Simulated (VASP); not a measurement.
These are PBEsol GGA, VASP's PBE PAW potentials (set 64) (plane waves; VASP) values and carry that method's errors.

VASP ran on this input.

### POSCAR
```
LiCl
1
   -0.0000000000     2.3773906630     2.3773906630
    2.3773906630     0.0000000000     2.3773906630
    2.3773906630     2.3773906630    -0.0000000000
Li Cl
1 1
Direct
  0.0000000000   0.0000000000   0.0000000000
  0.5000000000   0.5000000000   0.5000000000
```

File KPOINTS:
```
kpoints
0
Gamma
10 10 10
```

### INCAR
```
SYSTEM = LiCl
PREC = Accurate; ENCUT = 620; LREAL = .FALSE.
LASPH = .TRUE.
EDIFF = 1E-6; NELM = 100; ALGO = Normal
ISMEAR = 0; SIGMA = 0.05
GGA = PS
IBRION = 2; NSW = 40; ISIF = 3
EDIFFG = -0.02; PSTRESS = 100
LWAVE = .FALSE.; LCHARG = .FALSE.
```

POTCAR, in this order: Li_sv Cl (PBE.64 set). Program: vasp_std.

The run wrote:

File OSZICAR:
```
       N       E                     dE             d eps       ncg     rms          rms(c)
DAV:   1     0.461718784920E+02    0.46172E+02   -0.49918E+03   846   0.119E+03
DAV:   2    -0.564399562798E+01   -0.51816E+02   -0.49549E+02  1177   0.178E+02
DAV:   3    -0.750657392307E+01   -0.18626E+01   -0.18603E+01  1054   0.394E+01
DAV:   4    -0.753785406620E+01   -0.31280E-01   -0.31248E-01  1295   0.503E+00
DAV:   5    -0.753813405696E+01   -0.27999E-03   -0.27996E-03  1137   0.458E-01    0.284E+00
DAV:   6    -0.749151674918E+01    0.46617E-01   -0.92110E-02   949   0.183E+00    0.191E+00
DAV:   7    -0.748860149286E+01    0.29153E-02   -0.40369E-02  1212   0.135E+00    0.812E-01
DAV:   8    -0.748975936943E+01   -0.11579E-02   -0.52459E-03  1051   0.585E-01    0.969E-02
DAV:   9    -0.748975386880E+01    0.55006E-05   -0.14687E-04  1189   0.103E-01    0.306E-02
DAV:  10    -0.748976512639E+01   -0.11258E-04   -0.22861E-05  1016   0.472E-02    0.158E-02
DAV:  11    -0.748976578926E+01   -0.66287E-06   -0.35220E-06   928   0.172E-02
   1 F= -.58124259E+01 E0= -.58124259E+01  d E =-.581243E+01
```

**OUTCAR**
```
------------------------ aborting loop because EDIFF is reached ----------------------------------------
  FORCE on cell =-STRESS in cart. coord.  units (eV):
  Direction    XX          YY          ZZ          XY          YZ          ZX
  --------------------------------------------------------------------------------------
  Total        1.6742526      1.6742526      1.6742526      0.0000000     -0.0000000     -0.0000000
  in kB       99.8159394     99.8159394     99.8159394      0.0000000     -0.0000000     -0.0000000
  external PRESSURE =      -0.1840606 kB  Pullay stress =     100.0000000 kB
  volume of cell :       26.87
      direct lattice vectors                 reciprocal lattice vectors
     0.000000000  2.377390663  2.377390663    -0.210314614  0.210314614  0.210314614
     2.377390663  0.000000000  2.377390663     0.210314614 -0.210314614  0.210314614
     2.377390663  2.377390663  0.000000000     0.210314614  0.210314614 -0.210314614
  FREE ENERGIE OF THE ION-ELECTRON SYSTEM (eV)
  ---------------------------------------------------
  free  energy   TOTEN  =        -7.4897657893 eV

  energy  without entropy=       -7.4897657893  energy(sigma->0) =       -7.48976579
  enthalpy is  TOTEN    =        -5.8124259145 eV   P V=        1.6773398748

 reached required accuracy - stopping structural energy minimisation
```
(Selected blocks of OUTCAR.)

The compound is LiCl in the rock salt structure. It was relaxed first under an external pressure of 10 GPa.
